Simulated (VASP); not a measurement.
**CdGeAs2: input slips in a band-gap run and what they do**

Aim: see how common mistakes in a band-structure run show up, on CdGeAs2. The starting structure is a cell with measured lattice constants from the literature and the atomic positions of a computed structure of the Materials Project. Cell and atoms stay as given unless a step says otherwise.

Program: VASP 6.6.1. Level of theory: Kohn-Sham DFT with plane waves and PAW; LDA. Results are calculated unless marked as measured.

## 1. The structure

The structure is tetragonal, space group I-42d (No. 122). The conventional cell has a = 5.943 Å, b = 5.943 Å, c = 11.215 Å, α = 90.00°, β = 90.00°, γ = 90.00°. Nearest to Cd lie 4 As at 2.63 Å. Nearest to As lie 2 Ge at 2.43 Å and 2 Cd at 2.63 Å. Ge has 4 As at 2.43 Å nearest. Farther neighbours are not listed.

Structure file:

```xyz
8
Lattice="-2.9716 2.9716 5.6073 2.9716 -2.9716 5.6073 2.9716 2.9716 -5.6073" Properties=species:S:1:pos:R:3 pbc="T T T"
Cd    0.0000    0.0000    5.6073
Cd    2.9716    0.0000    2.8037
As    1.4858    1.3147   -1.4018
As    1.6568   -1.4858    7.0091
As    1.4858    1.6568    4.2055
As    1.3147    4.4573    1.4018
Ge    0.0000    2.9715    2.8037
Ge    0.0000    0.0000    0.0000
```

## 2. Reference bands

INCAR reads:

```
SYSTEM = CdGeAs2
PREC = Accurate
ENCUT = 360
EDIFF = 1E-06
NELM = 100
ISMEAR = 0
SIGMA = 0.03
LREAL = .FALSE.
ALGO = Normal
GGA = CA
NBANDS = 56
LORBIT = 11
LWAVE = .FALSE.
LCHARG = .FALSE.
KPAR = 4
```

POSCAR reads:

```
CdGeAs2
1.0
   -2.9715500000      2.9715500000      5.6073000000
    2.9715500000     -2.9715500000      5.6073000000
    2.9715500000      2.9715500000     -5.6073000000
Cd As Ge
2 4 2
Direct
    0.5000000000      0.5000000000      0.0000000000
    0.2500000000      0.7500000000      0.5000000000
    0.0962175700      0.1250000000      0.4712175700
    0.3750000000      0.9037824300      0.0287824300
    0.6537824300      0.6250000000      0.5287824300
    0.8750000000      0.3462175700      0.9712175700
    0.7500000000      0.2500000000      0.5000000000
    0.0000000000      0.0000000000      0.0000000000
```

KPOINTS reads:

```
Automatic mesh
0
Gamma
6 6 6
0 0 0
```

KPOINTS_OPT reads:

```
Line mode
8
Line-mode
Reciprocal
  0.00000000   0.00000000   0.00000000 GAMMA
  0.00000000   0.00000000   0.50000000 X

  0.00000000   0.00000000   0.50000000 X
 -0.14041985   0.14041985   0.50000000 Y

 -0.14041985   0.14041985   0.50000000 Y
 -0.32020992   0.32020992   0.32020992 S

 -0.32020992   0.32020992   0.32020992 S
  0.00000000   0.00000000   0.00000000 GAMMA

  0.00000000   0.00000000   0.00000000 GAMMA
  0.50000000   0.50000000  -0.50000000 Z

  0.50000000   0.50000000  -0.50000000 Z
  0.32020992   0.67979008  -0.32020992 S1

  0.32020992   0.67979008  -0.32020992 S1
  0.00000000   0.50000000   0.00000000 N

  0.00000000   0.50000000   0.00000000 N
  0.25000000   0.25000000   0.25000000 P

  0.25000000   0.25000000   0.25000000 P
  0.50000000   0.50000000  -0.14041985 Y1

  0.50000000   0.50000000  -0.14041985 Y1
  0.50000000   0.50000000  -0.50000000 Z

  0.00000000   0.00000000   0.50000000 X
  0.25000000   0.25000000   0.25000000 P
```

PAW data sets: Cd, As and Ge_d (LDA family, release 64).

Launch:

```
$ mpirun -np 4 vasp_std
```

The program printed:

```text
[banner, memory and clock lines left out]
running    4 mpi-ranks, on    1 nodes
 distrk:  each k-point on    1 cores,    4 groups
 distr:  one band on    1 cores,    1 groups

 POSCAR found type information on POSCAR CdAsGe
 POSCAR found :  3 types and       8 ions
 LDA part: xc-table for (Slater(with rela. corr.)+CA(PZ))
 , standard interpolation
 POSCAR, INCAR and KPOINTS ok, starting setup
 FFT: planning ... GRIDC
 FFT: planning ... GRID_SOFT
 FFT: planning ... GRID
 WAVECAR not read
 entering main loop
       N       E                     dE             d eps       ncg     rms          rms(c)
DAV:   1     0.595280547649E+03    0.59528E+03   -0.25831E+04  4432   0.170E+03
DAV:   2     0.559413205824E+02   -0.53934E+03   -0.50596E+03  3432   0.609E+02
DAV:   3    -0.315032940182E+02   -0.87445E+02   -0.86182E+02  3840   0.134E+02
DAV:   4    -0.363390249310E+02   -0.48357E+01   -0.48259E+01  3944   0.368E+01
DAV:   5    -0.364285537880E+02   -0.89529E-01   -0.89518E-01  3856   0.510E+00    0.911E+00
DAV:   6    -0.355134735360E+02    0.91508E+00   -0.10697E+00  3896   0.840E+00    0.706E+00
DAV:   7    -0.353841175880E+02    0.12936E+00   -0.60713E-01  4072   0.282E+00    0.249E+00
DAV:   8    -0.353712168248E+02    0.12901E-01   -0.70150E-02  3832   0.177E+00    0.478E-01
DAV:   9    -0.353695920847E+02    0.16247E-02   -0.80080E-03  3920   0.749E-01    0.103E-01
DAV:  10    -0.353693446377E+02    0.24745E-03   -0.79296E-04  3840   0.216E-01    0.515E-02
DAV:  11    -0.353693691665E+02   -0.24529E-04   -0.27639E-04  3808   0.751E-02    0.248E-02
DAV:  12    -0.353693629943E+02    0.61722E-05   -0.43305E-05  3544   0.449E-02    0.141E-02
DAV:  13    -0.353693635305E+02   -0.53627E-06   -0.35846E-06  3368   0.118E-02
   1 F= -.35369364E+02 E0= -.35369364E+02  d E =-.358567E-08
 Start KPOINTS_OPT (optional k-point list driver)
k-point batch [1-30\88]
       N       E                     dE             ncg
DAV:   1     0.212407959212E+03   -0.32961E+05     4432
DAV:   2    -0.159194010650E+05   -0.16132E+05     3400
DAV:   3    -0.185328354509E+05   -0.26134E+04     3784
DAV:   4    -0.186760108214E+05   -0.14318E+03     3912
DAV:   5    -0.186785775763E+05   -0.25668E+01     3808
DAV:   6    -0.186786353845E+05   -0.57808E-01     4008
DAV:   7    -0.186786377453E+05   -0.23609E-02     3824
DAV:   8    -0.186786378837E+05   -0.13840E-03     4048
DAV:   9    -0.186786378890E+05   -0.52904E-05     2832
DAV:  10    -0.186786378893E+05   -0.28675E-06     2368
[...]
k-point batch [61-88\88]
       N       E                     dE             ncg
DAV:   1     0.269114848928E+04   -0.38844E+05     4176
DAV:   2    -0.122444858049E+05   -0.14936E+05     3168
DAV:   3    -0.146595381896E+05   -0.24151E+04     3544
DAV:   4    -0.147907951303E+05   -0.13126E+03     3648
DAV:   5    -0.147931704301E+05   -0.23753E+01     3616
DAV:   6    -0.147932230577E+05   -0.52628E-01     3712
DAV:   7    -0.147932251878E+05   -0.21300E-02     3632
DAV:   8    -0.147932253122E+05   -0.12443E-03     3768
DAV:   9    -0.147932253171E+05   -0.48983E-05     2648
DAV:  10    -0.147932253174E+05   -0.27448E-06     2240
```

The job ended after 90 s (4 MPI ranks of Intel Xeon 6975P-C (Granite Rapids), shared host; peak memory 1.8 GiB; 5.9 min of CPU time).

The logs omit lines about the potential files and the build; timing stands in the text.

Parts of OUTCAR (step 2):

```text
ion  position               nearest neighbor table
   1  0.500  0.500  0.000-   5 2.63   4 2.63   6 2.63   3 2.63
   2  0.250  0.750  0.500-   4 2.63   3 2.63   5 2.63   6 2.63
   3  0.096  0.125  0.471-   7 2.43   8 2.43   2 2.63   1 2.63
   4  0.375  0.904  0.029-   7 2.43   8 2.43   1 2.63   2 2.63
   5  0.654  0.625  0.529-   8 2.43   7 2.43   2 2.63   1 2.63
   6  0.875  0.346  0.971-   7 2.43   8 2.43   1 2.63   2 2.63
   7  0.750  0.250  0.500-   4 2.43   3 2.43   5 2.43   6 2.43
   8  0.000  0.000  0.000-   5 2.43   4 2.43   3 2.43   6 2.43

  LATTYP: Found a body centered tetragonal cell.
 ALAT       =     5.9431000000
 C/A-ratio  =     1.8869950026

 Subroutine GETGRP returns: Found  8 space group operations
 (whereof  4 operations were pure point group operations)

The static configuration has the point symmetry S_4 .
 The point group associated with its full space group is D_2d.

 Found     30 irreducible k-points:

   k-points           NKPTS =     30   k-points in BZ     NKDIM =     30   number of bands    NBANDS=     56

   dimension x,y,z NGX =    48 NGY =   48 NGZ =   48
   dimension x,y,z NGXF=    96 NGYF=   96 NGZF=   96

   ENCUT  =  360.0 eV  26.46 Ry    5.14 a.u.  10.84 10.84 10.84*2*pi/ulx,y,z

   NELECT =      72.0000    total number of electrons

 k-points in reciprocal lattice and weights: Automatic mesh
   0.00000000  0.00000000  0.00000000       0.005
   0.16666667  0.00000000 -0.00000000       0.037
   0.33333333  0.00000000 -0.00000000       0.037
   0.50000000 -0.00000000  0.00000000       0.019
   0.16666667  0.16666667 -0.00000000       0.037
   0.33333333  0.16666667 -0.00000000       0.074
   0.50000000  0.16666667  0.00000000       0.074
  -0.33333333  0.16666667  0.00000000       0.074
  -0.16666667  0.16666667  0.00000000       0.019
[...]
-0.33333333 -0.33333333  0.33333333       0.009
   0.50000000  0.50000000  0.50000000       0.005

 average (electrostatic) potential at core
       1 -39.2347       2 -39.2347       3 -54.7454       4 -54.7454       5 -54.7454
       6 -54.7454       7 -77.3387       8 -77.3387

 E-fermi :   2.9881

 k-point     1 :       0.0000    0.0000    0.0000
  band No.  band energies     occupation
    ...
     32       0.7846      2.00000
     33       0.7846      2.00000
     34       2.7309      2.00000
     35       2.8494      2.00000
     36       2.8494      2.00000
     37       3.0863      0.00000
     38       4.1828      0.00000
     39       4.6175      0.00000
     40       5.8631      0.00000
     41       5.8631      0.00000
    ...

 k-point     2 :       0.1667    0.0000   -0.0000
  band No.  band energies     occupation
    ...
     32       0.7583      2.00000
     33       0.9214      2.00000
     34       1.3899      2.00000
     35       2.5175      2.00000
     36       2.8810      2.00000
     37       4.0114      0.00000
     38       4.6226      0.00000
     39       5.0573      0.00000
     40       5.5609      0.00000
     41       5.9304      0.00000
    ...

 k-point     3 :       0.3333    0.0000   -0.0000
  band No.  band energies     occupation
    ...
     32       0.1384      2.00000
     33       0.7879      2.00000
     34       1.4716      2.00000
     35       1.9293      2.00000
     36       2.5600      2.00000
     37       4.5973      0.00000
     38       4.8838      0.00000
     39       5.6207      0.00000
     40       5.8743      0.00000
     41       6.0390      0.00000
    ...

  Total       -1.7084882     -1.7084882     -1.2828740      0.0000000      0.0000000      0.0000000
  in kB      -13.8211029    -13.8211029    -10.3780255      0.0000000      0.0000000      0.0000000
  external PRESSURE =     -12.6734104 kB  Pullay stress =       0.0000000 kB

  energy-cutoff  :      360.00
  volume of cell :      198.05
      direct lattice vectors                 reciprocal lattice vectors
    -2.971550000  2.971550000  5.607300000     0.000000000  0.168262355  0.089169476
     2.971550000 -2.971550000  5.607300000     0.168262355  0.000000000  0.089169476
     2.971550000  2.971550000 -5.607300000     0.168262355  0.168262355  0.000000000

 POSITION                                       TOTAL-FORCE (eV/Angst)
 -----------------------------------------------------------------------------------
      0.00000      0.00000      5.60730        -0.000000     -0.000000     -0.000000
      2.97155      0.00000      2.80365        -0.000000     -0.000000      0.000000
      1.48578      1.31472     -1.40183        -0.000000      0.231631     -0.000000
      1.65683     -1.48578      7.00913        -0.231631     -0.000000     -0.000000
      1.48578      1.65683      4.20548        -0.000000     -0.231631     -0.000000
      1.31472      4.45733      1.40182         0.231631     -0.000000     -0.000000
      0.00000      2.97155      2.80365        -0.000000     -0.000000      0.000000
      0.00000      0.00000      0.00000        -0.000000     -0.000000     -0.000000
 -----------------------------------------------------------------------------------
    total drift:                               -0.000001     -0.000001      0.000002

  FREE ENERGIE OF THE ION-ELECTRON SYSTEM (eV)
  ---------------------------------------------------
  free  energy   TOTEN  =       -35.3693635305 eV

  energy  without entropy=      -35.3693635270  energy(sigma->0) =      -35.36936353

 total charge
# of ion       s       p       d       tot
------------------------------------------
    1        0.509   0.364   9.489  10.362
    2        0.509   0.364   9.489  10.362
    3        1.239   1.534   0.033   2.806
    4        1.239   1.534   0.033   2.806
    5        1.239   1.534   0.033   2.806
    6        1.239   1.534   0.033   2.806
    7        1.139   1.179  10.058  12.377
    8        1.139   1.179  10.058  12.377
--------------------------------------------------
tot          8.251   9.225  39.224  56.700

[... 3 further parts left out ...]
```

Spin-orbit coupling is off here; it would split degenerate levels.

The reference gap is 0.097 eV.

## 3. Bands with a fixed density without a density file

A slip made on purpose: a fixed density without a density file. Against step 2 the input has ICHARG = 11 (also changed: NELM).

Edit INCAR of step 2 so:

```diff
@@ -4,3 +4,3 @@
 EDIFF = 1E-06
-NELM = 100
+NELM = 60
 ISMEAR = 0
@@ -15 +15,2 @@
 KPAR = 4
+ICHARG = 11
```

POSCAR is that of step 2.

KPOINTS is that of step 2.

KPOINTS_OPT is that of step 2.

Launch:

```
$ mpirun -np 4 vasp_std
```

The program printed:

```text
[banner, memory and clock lines left out]
running    4 mpi-ranks, on    1 nodes
[...]
LDA part: xc-table for (Slater(with rela. corr.)+CA(PZ))
 , standard interpolation
 POSCAR, INCAR and KPOINTS ok, starting setup
[...]
WARNING: CHGCAR is incomplete
|                                                                             |
|     EEEEEEE  RRRRRR   RRRRRR   OOOOOOO  RRRRRR      ###     ###     ###     |
|     E        R     R  R     R  O     O  R     R     ###     ###     ###     |
|     E        R     R  R     R  O     O  R     R     ###     ###     ###     |
|     EEEEE    RRRRRR   RRRRRR   O     O  RRRRRR       #       #       #      |
|     E        R   R    R   R    O     O  R   R                               |
|     E        R    R   R    R   O     O  R    R      ###     ###     ###     |
|     EEEEEEE  R     R  R     R  OOOOOOO  R     R     ###     ###     ###     |
|                                                                             |
|     ERROR: charge density could not be read from file CHGCAR for            |
|     ICHARG>10                                                               |
|                                                                             |
|       ---->  I REFUSE TO CONTINUE WITH THIS SICK JOB ... BYE!!! <----       |
|                                                                             |

1
1
1
1
```

Elapsed: 4.2 s, on 4 MPI ranks.

VASP stopped with this message: “ERROR: charge density could not be read from file CHGCAR for ICHARG>10”.

## 4. Bands with too few electronic steps

A slip made on purpose: too few electronic steps. Against step 2 the input has NELM = 4.

Edit INCAR of step 3 so:

```diff
@@ -4,3 +4,3 @@
 EDIFF = 1E-06
-NELM = 60
+NELM = 4
 ISMEAR = 0
@@ -15,2 +15 @@
 KPAR = 4
-ICHARG = 11
```

POSCAR is that of step 3.

KPOINTS is that of step 3.

KPOINTS_OPT is that of step 3.

Launch:

```
$ mpirun -np 4 vasp_std
```

The program printed:

```text
[... set-up lines as in an earlier step ...]
 entering main loop
       N       E                     dE             d eps       ncg     rms          rms(c)
[... 4 cycles as in an earlier step ...]
 -----------------------------------------------------------------------------
|                                                                             |
|           W    W    AA    RRRRR   N    N  II  N    N   GGGG   !!!           |
|           W    W   A  A   R    R  NN   N  II  NN   N  G    G  !!!           |
|           W    W  A    A  R    R  N N  N  II  N N  N  G       !!!           |
|           W WW W  AAAAAA  RRRRR   N  N N  II  N  N N  G  GGG   !            |
|           WW  WW  A    A  R   R   N   NN  II  N   NN  G    G                |
|           W    W  A    A  R    R  N    N  II  N    N   GGGG   !!!           |
|                                                                             |
|     The electronic self-consistency was not achieved in the given           |
|     number of steps (NELM). The forces and other quantities evaluated       |
|     might not be reliable so examine the results carefully. If you find     |
|     spurious results, we suggest increasing NELM, if you were close to      |
|     convergence or switching to a different ALGO or adjusting the           |
|     density mixing parameters otherwise.                                    |
|                                                                             |
 -----------------------------------------------------------------------------

   1 F= -.36339025E+02 E0= -.36339021E+02  d E =-.822022E-05
 Start KPOINTS_OPT (optional k-point list driver)
k-point batch [1-30\88]
       N       E                     dE             ncg
DAV:   1     0.185424299460E+03   -0.32988E+05     4440
DAV:   2    -0.159520604858E+05   -0.16137E+05     3400
DAV:   3    -0.185757565900E+05   -0.26237E+04     3808
DAV:   4    -0.187205488265E+05   -0.14479E+03     3936
[...]
k-point batch [61-88\88]
       N       E                     dE             ncg
DAV:   1     0.267116477214E+04   -0.38864E+05     4184
DAV:   2    -0.122751412672E+05   -0.14946E+05     3176
DAV:   3    -0.147006246208E+05   -0.24255E+04     3528
DAV:   4    -0.148336240797E+05   -0.13300E+03     3696
```

Run time: 43 s. Hardware: 4 MPI ranks; peak memory 1.8 GiB.

From OUTCAR (step 4):

```text
  Total       -3.7576312     -3.7576312     -2.4598030      0.0000000     -0.0000000      0.0000000
  in kB      -30.3979900    -30.3979900    -19.8989905      0.0000000     -0.0000000      0.0000000
  external PRESSURE =     -26.8983235 kB  Pullay stress =       0.0000000 kB

 POSITION                                       TOTAL-FORCE (eV/Angst)
 -----------------------------------------------------------------------------------
      0.00000      0.00000      5.60730         0.000000     -0.000000      0.000000
      2.97155      0.00000      2.80365         0.000000     -0.000000     -0.000000
      1.48578      1.31472     -1.40183         0.000000      0.050743     -0.000000
      1.65683     -1.48578      7.00913        -0.050743     -0.000000      0.000000
      1.48578      1.65683      4.20548         0.000000     -0.050743      0.000000
      1.31472      4.45733      1.40182         0.050743     -0.000000     -0.000000
      0.00000      2.97155      2.80365         0.000000     -0.000000      0.000000
      0.00000      0.00000      0.00000         0.000000     -0.000000      0.000000
 -----------------------------------------------------------------------------------
    total drift:                               -0.000001     -0.000001      0.000002

  FREE ENERGIE OF THE ION-ELECTRON SYSTEM (eV)
  ---------------------------------------------------
  free  energy   TOTEN  =       -36.3390249310 eV

  energy  without entropy=      -36.3390167108  energy(sigma->0) =      -36.33902082

[... 2 parts as in an earlier step ...]

[... 1 further part left out ...]
[key lines of the parts left out:]
E-fermi :   2.6150
```

The electronic loop didn't reach EDIFF within its 4 cycles (NELM).

(Part 1 of 2 ends here.)

[Lines on the potential files, build, host, timing and source positions are cut from VASP's logs without a mark.]

[Logs are printed without paths, hosts, clocks, repeated set-up lines and the standing remarks that a program may print on its own settings, such as how far it seeks lower states.]

[Hosts, paths, dates, database ids (printed as entryN), source tags and the programs' standing remarks are cut or masked in the printed files.]
